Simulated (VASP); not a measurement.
# SrO with PBE: from relaxation to properties, part 2 of 5

Wanted: the relaxed cell of SrO and its properties. The start is a cell from a database of measured crystal structures.

VASP 6.6.1, plane waves and PAW; the level of theory is named at each step.

So far, gap on the k-mesh (eV): step 2 (full relaxation (PBE)) 3.28; step 3 (k-mesh 7×7×7) 3.38. The relaxed cell has a = 5.205 Å (conventional setting).

## 4. Single point with fields (PBE)

Level of this step: PBE; plane waves and PAW (Sr_sv, O) (VASP).

A single point on the relaxed cell gives a clean self-consistent state, with density, ELF and potential written out.

The input, INCAR:

```
SYSTEM = SrO
PREC = Accurate
ENCUT = 520
EDIFF = 1E-06
NELM = 100
ISMEAR = 0
SIGMA = 0.05
LREAL = .FALSE.
ALGO = Normal
GGA = PE
NBANDS = 14
LORBIT = 11
LWAVE = .FALSE.
LCHARG = .TRUE.
ISIF = 2
LELF = .TRUE.
LVHAR = .TRUE.
```

The input, POSCAR:

```
SrO
1.0
    0.0000000000      2.6023968496      2.6023968496
    2.6023968496      0.0000000000      2.6023968496
    2.6023968496      2.6023968496      0.0000000000
Sr O
1 1
Direct
    0.0000000000      0.0000000000      0.0000000000
    0.5000000000      0.5000000000      0.5000000000
```

The input, KPOINTS:

```
Automatic mesh
0
Gamma
7 7 7
0 0 0
```

Potentials, in the order of the species: Sr_sv and O (PBE family, release 64).

Launch:

```console
$ mpirun -np 2 vasp_std
```

The log of the run:

```text
[banner, memory and clock lines left out]
running    2 mpi-ranks, on    1 nodes
 distrk:  each k-point on    2 cores,    1 groups
 distr:  one band on    1 cores,    2 groups

 POSCAR found type information on POSCAR SrO
 POSCAR found :  2 types and       2 ions
 LDA part: xc-table for (Slater+PW92), standard interpolation
 POSCAR, INCAR and KPOINTS ok, starting setup
 FFT: planning ... GRIDC
 FFT: planning ... GRID_SOFT
 FFT: planning ... GRID
 WAVECAR not read
 entering main loop
       N       E                     dE             d eps       ncg     rms          rms(c)
DAV:   1     0.677713936784E+02    0.67771E+02   -0.83335E+03   568   0.110E+03
DAV:   2    -0.110605982733E+02   -0.78832E+02   -0.71721E+02   776   0.230E+02
[... 1 cycle as in an earlier step ...]
DAV:   4    -0.142526298078E+02   -0.71815E-01   -0.71805E-01   778   0.588E+00
DAV:   5    -0.142539013698E+02   -0.12716E-02   -0.12716E-02   686   0.570E-01    0.154E+01
[... 4 cycles as in an earlier step ...]
DAV:  10    -0.120549100194E+02   -0.44456E-03   -0.47222E-04   590   0.228E-01    0.128E-01
[... 2 cycles as in an earlier step ...]
DAV:  13    -0.120551015246E+02   -0.14698E-06   -0.28775E-06   614   0.153E-02
   1 F= -.12055102E+02 E0= -.12055102E+02  d E =-.630485E-21
```

Wall time 6.6 s (2 MPI ranks of AMD EPYC 7R43, shared host); peak memory 0.19 GiB; 12 s of CPU time.

OUTCAR, selected parts (step 4):

```text
The static configuration has the point symmetry O_h .

 Found     20 irreducible k-points:

   NELECT =      16.0000    total number of electrons

 E-fermi :   1.8134

  Total        0.0040850      0.0040850      0.0040850     -0.0000000      0.0000000     -0.0000000
  in kB        0.1856759      0.1856759      0.1856759     -0.0000000      0.0000000     -0.0000000
  external PRESSURE =       0.1856759 kB  Pullay stress =       0.0000000 kB

  FREE ENERGIE OF THE ION-ELECTRON SYSTEM (eV)
  ---------------------------------------------------
  free  energy   TOTEN  =       -12.0551015246 eV

  energy  without entropy=      -12.0551015246  energy(sigma->0) =      -12.05510152

[... 17 parts as in an earlier step ...]
```

This step gave:

```
SCF cycles : 13
```

Valence electrons inside each PAW sphere by angular momentum. Sphere charges, by row:

| atom | s (e) | p (e) | d (e) | tot (e) |
| --- | --- | --- | --- | --- |
| Sr1 | 2.015 | 5.807 | 0.242 | 8.063 |
| O2 | 1.551 | 3.409 | 0 | 4.96 |

Valence density in the ac plane of the conventional cell at fractional y = 0.000, with atoms of Sr and O within 0.2 Å of it. It is the smooth field of the valence electrons, not physical close to the nuclei.

Ten even steps from '_' (0.1 e/Å³) to '@' (6.8 e/Å³), each cell a mean:
```
==--..____..**%%--______::==
::..________..::..______..::
____________________________
____________________________
____________....____________
==::______..----::______..--
@@==______::====--..____::%%
%%--______::====--..____..**
::..______..::::..________..
____________________________
____________________________
..________________________..
--::______..--==::______..--
==--..____::%%@@==______::==
```
Columns run along a (5.2 Å), rows up along c (5.2 Å), edges of the conventional cell, whose origin can differ from the input's. Atoms in or near the plane, at fractional coordinates: Sr at (0.00, 0.00), Sr at (0.50, 0.50), O at (0.50, 0.00), O at (0.00, 0.50).

ELF in the ac plane of the conventional cell at fractional y = 0.000, with atoms of Sr and O within 0.2 Å of it. It is the smooth field of the valence electrons, not physical close to the nuclei.

Ten even steps from '0' (0.04) to '9' (0.80), each cell a mean:
```
89815988971598
99603899961389
64101355420035
21000012100011
87401688730267
99714999971499
69826986982598
89715988981598
99613899960389
54200356410135
21000112100001
87302678740168
99714999971499
69825986982698
```
Columns run along a (5.2 Å), rows up along c (5.2 Å), edges of the conventional cell, whose origin can differ from the input's. Atoms in or near the plane, at fractional coordinates: Sr at (0.00, 0.00), Sr at (0.50, 0.50), O at (0.50, 0.00), O at (0.00, 0.50).

Electrostatic potential energy in the ac plane of the conventional cell at fractional y = 0.000, with atoms of Sr and O within 0.2 Å of it. With pseudopotentials it is smooth inside the atoms' cores, unlike the true potential.

Ten even steps from '0' (-47 eV) to '9' (4 eV), each cell a mean:
```
45789710499764
66799977999876
78899999999987
99999988999999
99998777789999
37998655679994
03997643578970
04997644578971
79998766679997
99999877889999
89999999999998
77899999999877
56799943799865
35789700399764
```
Columns run along a (5.2 Å; values clipped at the 3rd and 97th percentile), rows up along c (5.2 Å), edges of the conventional cell, whose origin can differ from the input's. Atoms in or near the plane, at fractional coordinates: Sr at (0.00, 0.00), Sr at (0.50, 0.50), O at (0.50, 0.00), O at (0.00, 0.50).

In this run the pressure is 0.02 GPa, small enough to go on.

## 5. Band structure (PBE)

Levels along the symmetry lines show where the bands peak and cross; KPOINTS_OPT computes them in the converged potential.

The input, INCAR:

```
SYSTEM = SrO
PREC = Accurate
ENCUT = 520
EDIFF = 1E-06
NELM = 100
ISMEAR = 0
SIGMA = 0.05
LREAL = .FALSE.
ALGO = Normal
GGA = PE
NBANDS = 20
LORBIT = 11
LWAVE = .FALSE.
LCHARG = .FALSE.
KPAR = 2
```

POSCAR is that of step 4.

KPOINTS is that of step 4.

The input, KPOINTS_OPT:

```
Line mode
16
Line-mode
Reciprocal
  0.00000000   0.00000000   0.00000000 GAMMA
  0.50000000   0.00000000   0.50000000 X

  0.50000000   0.00000000   0.50000000 X
  0.50000000   0.25000000   0.75000000 W

  0.50000000   0.25000000   0.75000000 W
  0.37500000   0.37500000   0.75000000 K

  0.37500000   0.37500000   0.75000000 K
  0.00000000   0.00000000   0.00000000 GAMMA

  0.00000000   0.00000000   0.00000000 GAMMA
  0.50000000   0.50000000   0.50000000 L

  0.50000000   0.50000000   0.50000000 L
  0.62500000   0.25000000   0.62500000 U

  0.62500000   0.25000000   0.62500000 U
  0.50000000   0.25000000   0.75000000 W

  0.50000000   0.25000000   0.75000000 W
  0.50000000   0.50000000   0.50000000 L

  0.50000000   0.50000000   0.50000000 L
  0.37500000   0.37500000   0.75000000 K

  0.62500000   0.25000000   0.62500000 U
  0.50000000   0.00000000   0.50000000 X
```

Launch:

```console
$ mpirun -np 2 vasp_std
```

The log of the run:

```text
[... set-up lines as in an earlier step ...]
 entering main loop
       N       E                     dE             d eps       ncg     rms          rms(c)
DAV:   1     0.656979099279E+02    0.65698E+02   -0.80833E+03   800   0.781E+02
DAV:   2    -0.110517846996E+02   -0.76750E+02   -0.71381E+02  1008   0.188E+02
DAV:   3    -0.141960976501E+02   -0.31443E+01   -0.31130E+01  1080   0.302E+01
DAV:   4    -0.142522565963E+02   -0.56159E-01   -0.56113E-01   984   0.379E+00
DAV:   5    -0.142538629886E+02   -0.16064E-02   -0.16062E-02   960   0.489E-01    0.154E+01
DAV:   6    -0.122051050985E+02    0.20488E+01   -0.39240E+00   876   0.144E+01    0.180E+01
DAV:   7    -0.120643242097E+02    0.14078E+00   -0.24760E-01   872   0.364E+00    0.105E+01
DAV:   8    -0.120538464187E+02    0.10478E-01   -0.14662E-01  1040   0.286E+00    0.423E-01
DAV:   9    -0.120544929845E+02   -0.64657E-03   -0.55860E-03   952   0.388E-01    0.253E-01
DAV:  10    -0.120549998523E+02   -0.50687E-03   -0.67381E-04   892   0.189E-01    0.468E-02
DAV:  11    -0.120550825796E+02   -0.82727E-04   -0.80549E-05   912   0.565E-02    0.230E-02
DAV:  12    -0.120551015475E+02   -0.18968E-04   -0.21357E-05   888   0.281E-02    0.743E-03
DAV:  13    -0.120551013819E+02    0.16558E-06   -0.56627E-07   780   0.543E-03
   1 F= -.12055101E+02 E0= -.12055101E+02  d E =-.775867E-24
 Start KPOINTS_OPT (optional k-point list driver)
k-point batch [1-20\160]
       N       E                     dE             ncg
DAV:   1    -0.162845842792E+04   -0.91391E+04      800
DAV:   2    -0.313534664871E+04   -0.15069E+04      956
DAV:   3    -0.319154685888E+04   -0.56200E+02     1092
DAV:   4    -0.319243756587E+04   -0.89071E+00     1004
DAV:   5    -0.319244657468E+04   -0.90088E-02     1028
DAV:   6    -0.319244682159E+04   -0.24690E-03      984
DAV:   7    -0.319244683048E+04   -0.88969E-05      928
DAV:   8    -0.319244683084E+04   -0.36056E-06      664
[...]
k-point batch [141-160\160]
       N       E                     dE             ncg
DAV:   1    -0.170986112649E+04   -0.14365E+05      808
DAV:   2    -0.318007086059E+04   -0.14702E+04      996
DAV:   3    -0.323065002960E+04   -0.50579E+02     1124
DAV:   4    -0.323161719040E+04   -0.96716E+00      888
DAV:   5    -0.323163629633E+04   -0.19106E-01     1032
DAV:   6    -0.323163682628E+04   -0.52994E-03      892
DAV:   7    -0.323163684116E+04   -0.14882E-04      964
DAV:   8    -0.323163684153E+04   -0.37108E-06      592
```

It took 35 s on 2 MPI ranks; peak memory 0.26 GiB.

Parts of OUTCAR (step 5):

```text
   k-points           NKPTS =     20   k-points in BZ     NKDIM =     20   number of bands    NBANDS=     20

   NELECT =      16.0000    total number of electrons

 E-fermi :   1.8385

 k-point     1 :       0.0000    0.0000    0.0000
  band No.  band energies     occupation
    ...
      4     -12.6980      2.00000
      5     -12.6980      2.00000
      6       1.4949      2.00000
      7       1.4949      2.00000
      8       1.4949      2.00000
      9       5.2228      0.00000
     10       7.6234      0.00000
     11       7.6234      0.00000
     12       7.6234      0.00000
     13       9.7104      0.00000
    ...

  Total        0.0068137      0.0068137      0.0068137      0.0000000      0.0000000      0.0000000
  in kB        0.3097006      0.3097006      0.3097006      0.0000000      0.0000000      0.0000000
  external PRESSURE =       0.3097006 kB  Pullay stress =       0.0000000 kB

 POSITION                                       TOTAL-FORCE (eV/Angst)
 -----------------------------------------------------------------------------------
      0.00000      0.00000      0.00000        -0.000000     -0.000000      0.000000
      2.60240      2.60240      2.60240         0.000000      0.000000     -0.000000
 -----------------------------------------------------------------------------------
    total drift:                                0.000000      0.000000      0.000000

  FREE ENERGIE OF THE ION-ELECTRON SYSTEM (eV)
  ---------------------------------------------------
  free  energy   TOTEN  =       -12.0551013819 eV

  energy  without entropy=      -12.0551013819  energy(sigma->0) =      -12.05510138

[... 8 parts as in an earlier step ...]

[... 8 further parts left out ...]
```

Numbers from this step:

- bands: 20
- Fermi energy: 1.839 eV
- pressure: 0.03097 GPa
- least gap on mesh and path: 3.283 eV
- least direct gap on mesh and path: 3.394 eV
- conduction bottom at k: 0.5, 0, 0.5
- least direct gap at k: 0.5, 0, 0.5

Electronic bands along the path, in eV, zero at the valence-band top; v1 is the highest filled band, c1 the lowest empty one:

| point | v3 | v2 | v1 | c1 | c2 | c3 | c4 |
| --- | --- | --- | --- | --- | --- | --- | --- |
| Γ | 0.00 | 0.00 | 0.00 | 3.73 | 6.13 | 6.13 | 6.13 |
| 0.47 of the way | -1.29 | -0.14 | -0.14 | 4.51 | 5.54 | 8.07 | 8.07 |
| X | -0.49 | -0.11 | -0.11 | 3.28 | 7.53 | 9.93 | 10.06 |
| 0.47 of the way | -0.57 | -0.50 | -0.27 | 3.97 | 7.95 | 8.32 | 10.36 |
| W | -1.07 | -0.47 | -0.47 | 5.92 | 5.92 | 8.35 | 10.81 |
| 0.47 of the way | -1.02 | -0.51 | -0.49 | 5.09 | 6.96 | 8.38 | 10.48 |
| K | -0.94 | -0.56 | -0.52 | 4.73 | 7.72 | 8.45 | 9.91 |
| 0.47 of the way | -1.53 | -0.89 | -0.35 | 5.76 | 6.37 | 7.44 | 8.27 |
| Γ | 0.00 | 0.00 | 0.00 | 3.73 | 6.13 | 6.13 | 6.13 |
| 0.47 of the way | -1.14 | -0.53 | -0.53 | 5.65 | 5.94 | 7.09 | 7.09 |
| L | -2.10 | -1.07 | -1.07 | 6.39 | 8.17 | 8.64 | 8.64 |
| 0.47 of the way | -1.69 | -0.92 | -0.85 | 6.18 | 7.04 | 8.94 | 9.15 |
| U | -0.94 | -0.56 | -0.52 | 4.73 | 7.72 | 8.45 | 9.91 |
| 0.53 of the way | -1.02 | -0.51 | -0.49 | 5.09 | 6.96 | 8.38 | 10.48 |
| W | -1.07 | -0.47 | -0.47 | 5.92 | 5.92 | 8.35 | 10.81 |
| 0.53 of the way | -1.59 | -0.86 | -0.80 | 6.26 | 6.68 | 9.06 | 9.17 |
| L | -2.10 | -1.07 | -1.07 | 6.39 | 8.17 | 8.64 | 8.64 |
| 0.53 of the way | -1.59 | -0.88 | -0.79 | 6.04 | 7.01 | 9.04 | 9.09 |
| K | -0.94 | -0.56 | -0.52 | 4.73 | 7.72 | 8.45 | 9.91 |
| jump to U | -0.94 | -0.56 | -0.52 | 4.73 | 7.72 | 8.45 | 9.91 |
| 0.53 of the way | -0.50 | -0.35 | -0.23 | 3.64 | 7.80 | 9.02 | 10.14 |
| X | -0.49 | -0.11 | -0.11 | 3.28 | 7.53 | 9.93 | 10.06 |

Of the projections kept (Sr, O), the largest for each band there; the rest of the weight can lie on other orbitals:

| point | v3 | v2 | v1 | c1 | c2 | c3 | c4 |
| --- | --- | --- | --- | --- | --- | --- | --- |
| Γ | O 0.98 | O 0.98 | O 0.98 | Sr 0.61 | Sr 1.00 | Sr 1.00 | Sr 1.00 |
| X | O 0.85 | O 0.94 | O 0.94 | Sr 1.00 | Sr 0.83 | Sr 1.00 | O 0.55 |
| W | O 0.90 | O 0.86 | O 0.86 | Sr 0.78 | Sr 0.78 | Sr 0.87 | Sr 1.00 |
| K | O 0.87 | O 0.90 | O 0.85 | Sr 0.82 | Sr 0.71 | Sr 0.83 | Sr 1.00 |
| Γ | O 0.98 | O 0.98 | O 0.98 | Sr 0.61 | Sr 1.00 | Sr 1.00 | Sr 1.00 |
| L | O 0.82 | O 0.87 | O 0.87 | Sr 0.52 | Sr 0.87 | Sr 0.86 | Sr 0.86 |

The electronic bands as a text plot (rows in eV, shown from -2.1 to 8.2 only):

```
    8.0 |          ++       +     +    + ++             +     ++
    7.6 |   +   +++ +   +    ++         +  +  ++       + +   +  +
    7.1 |              + +     +      ++    ++  +     +   +++
    6.7 | ++   +     +    +++ +++    +           +   +
    6.3 |+    +       +    + +  +++++ +++++++       +++++++
    5.9 | +  +        +   + +++++   +++      +    ++       +
    5.4 |  +         +   +    +      +           +          +
    5.0 |   +          ++      +              + +            +
    4.6 |  +        +           +   +          +
    4.1 | +  ++                    +                          +
    3.7 |+     +   +             ++                            +
    3.3 |       +++                                             +
    2.8 |
    2.4 |
    2.0 |
    1.6 |
    1.1 |
    0.7 |
    0.3 |
   -0.2 |************        ********                          **
   -0.6 | **    ************* ***   ***      *********     ******
   -1.0 |   * **    ****** *****     * ****** ****** ******* *
   -1.5 |    *            ****        *      *      **     **
   -1.9 |                              ******         *****
         Γ       X    W  K        Γ      L     U  W     L   K|U X
```

The path lowers the gap by 0.09 eV against the mesh alone, so a band edge lies off the mesh.

On this path the gap is indirect, 3.28 eV, with the valence top at Γ and the conduction bottom at X. The least direct gap is 3.39 eV.

## 6. Density of states (PBE)

Here the states are counted by energy and projected on the atoms. The mesh is finer than in the run before.

Changes to INCAR since step 5:

```diff
@@ -5,3 +5,3 @@
 NELM = 100
-ISMEAR = 0
+ISMEAR = -5
 SIGMA = 0.05
@@ -15 +15,2 @@
 KPAR = 2
+NEDOS = 2001
```

POSCAR is that of step 5.

The input, KPOINTS:

```
Automatic mesh
0
Gamma
11 11 11
0 0 0
```

Launch:

```console
$ mpirun -np 2 vasp_std
```

The log of the run:

```text
[... set-up lines as in an earlier step ...]
 entering main loop
       N       E                     dE             d eps       ncg     rms          rms(c)
DAV:   1     0.666339796220E+02    0.66634E+02   -0.78853E+03  2240   0.776E+02
DAV:   2    -0.112767300813E+02   -0.77911E+02   -0.73138E+02  2828   0.190E+02
DAV:   3    -0.142032331028E+02   -0.29265E+01   -0.29021E+01  2968   0.300E+01
DAV:   4    -0.142528447217E+02   -0.49612E-01   -0.49592E-01  2788   0.368E+00
DAV:   5    -0.142538803492E+02   -0.10356E-02   -0.10356E-02  2804   0.440E-01    0.154E+01
DAV:   6    -0.122121846471E+02    0.20417E+01   -0.38452E+00  2416   0.144E+01    0.181E+01
DAV:   7    -0.120643054696E+02    0.14788E+00   -0.20303E-01  2484   0.363E+00    0.105E+01
DAV:   8    -0.120536574505E+02    0.10648E-01   -0.14400E-01  2848   0.285E+00    0.399E-01
DAV:   9    -0.120545085446E+02   -0.85109E-03   -0.56780E-03  2664   0.375E-01    0.257E-01
DAV:  10    -0.120549995597E+02   -0.49102E-03   -0.63151E-04  2532   0.183E-01    0.519E-02
DAV:  11    -0.120550933244E+02   -0.93765E-04   -0.85086E-05  2604   0.575E-02    0.260E-02
DAV:  12    -0.120551130308E+02   -0.19706E-04   -0.21740E-05  2488   0.283E-02    0.802E-03
DAV:  13    -0.120551129144E+02    0.11632E-06   -0.48879E-07  2148   0.506E-03
   1 F= -.12055113E+02 E0= -.12055113E+02  d E =0.000000E+00
```

It took 19 s on 2 MPI ranks; peak memory 0.29 GiB; 36 s of CPU time.

OUTCAR, selected parts (step 6):

```text
   k-points           NKPTS =     56   k-points in BZ     NKDIM =     56   number of bands    NBANDS=     20

   NELECT =      16.0000    total number of electrons

 E-fermi :   1.5014

 k-point     1 :       0.0000    0.0000    0.0000
  band No.  band energies     occupation
    ...
      4     -12.6979      2.00000
      5     -12.6979      2.00000
      6       1.4949      2.00000
      7       1.4949      2.00000
      8       1.4949      2.00000
      9       5.2227      0.00000
     10       7.6234      0.00000
     11       7.6234      0.00000
     12       7.6234      0.00000
     13       9.7104      0.00000
    ...

  Total        0.0062604      0.0062604      0.0062604      0.0000000     -0.0000000      0.0000000
  in kB        0.2845543      0.2845543      0.2845543      0.0000000     -0.0000000      0.0000000
  external PRESSURE =       0.2845543 kB  Pullay stress =       0.0000000 kB

  FREE ENERGIE OF THE ION-ELECTRON SYSTEM (eV)
  ---------------------------------------------------
  free  energy   TOTEN  =       -12.0551129144 eV

  energy  without entropy=      -12.0551129144  energy(sigma->0) =      -12.05511291

[... 8 parts as in an earlier step ...]

[... 9 further parts left out ...]
```

This step gave:

- irreducible k-points: 56
- Fermi energy: 1.501 eV
- pressure: 0.02846 GPa
- conduction bottom at k: 0.4545, 0.4545, 0
- least direct gap at k: 0.4545, 0.4545, 0
- gap on the k-mesh: 3.320 eV
- least direct gap on the k-mesh: 3.435 eV

The density of states has structure finer than the step of the table below, so its rows give means over 1 eV, whole bins alone (the curve runs from -12.0 to 11.2 eV). Peaks (eV: height): total -0.5: 6.96, 6.8: 2.08, 8.6: 3.86, 11.0: 2.84; O p -0.5: 4.08; Sr d 5.7: 0.523, 8.6: 2.10, 10.7: 1.53, 11.0: 1.84; Sr p -0.5: 0.334, 7.1: 0.108, 8.7: 0.0856; Sr s -1.5: 0.0729, 6.7: 0.0653, 8.6: 0.021.

States under -12.0 eV and over 11.2 eV are left out. Density of states against energy, zero at the valence-band top; means over each step; values in states/eV/cell:

| energy (eV) | total | O p | Sr d | Sr p | Sr s | O s |
| --- | --- | --- | --- | --- | --- | --- |
| -3 | 0 | 0 | 0 | 0 | 0 | 0 |
| -2 | 0.588 | 0.278 | 0.0229 | 0.00645 | 0.0211 | 6.5e-4 |
| -1 | 3.86 | 2.17 | 0.172 | 0.104 | 0.0309 | 0.00287 |
| 0 | 1.55 | 0.957 | 0.0346 | 0.0551 | 9.8e-4 | 4.3e-4 |
| 1 | 0 | 0 | 0 | 0 | 0 | 0 |
| 2 | 0 | 0 | 0 | 0 | 0 | 0 |
| 3 | 0.0115 | 1.7e-4 | 0.00436 | 0 | 0 | 0 |
| 4 | 0.327 | 0.0130 | 0.115 | 0.00136 | 0.00407 | 0.00252 |
| 5 | 0.804 | 0.0605 | 0.266 | 0.00944 | 0.0156 | 0.00963 |
| 6 | 1.36 | 0.173 | 0.409 | 0.0294 | 0.0354 | 0.0210 |
| 7 | 1.66 | 0.166 | 0.509 | 0.0807 | 0.0462 | 0.0379 |
| 8 | 1.21 | 0.0598 | 0.624 | 0.0238 | 0.00889 | 0.0267 |
| 9 | 2.35 | 0.139 | 1.33 | 0.0536 | 0.00804 | 0.0495 |
| 10 | 1.43 | 0.100 | 0.932 | 0.0195 | 0.00132 | 7.1e-4 |

The gap on this mesh is 3.32 eV. In the top eV of the valence band the largest shares in the PAW spheres are O p 59 %; in the lowest eV of the conduction band, Sr d 36 %. The rest lies in smaller channels or between the spheres.

(Continued in part 3 of 5.)

[Lines on the potential files, build, host, timing and source positions are cut from VASP's logs without a mark.]

[Logs are printed without paths, hosts, clocks, repeated set-up lines and the standing remarks that a program may print on its own settings, such as how far it seeks lower states.]

[Hosts, paths, dates, database ids (printed as entryN), source tags and the programs' standing remarks are cut or masked in the printed files.]

[A measured line is paired with the nearest computed mode of its activity, which favours agreement.]
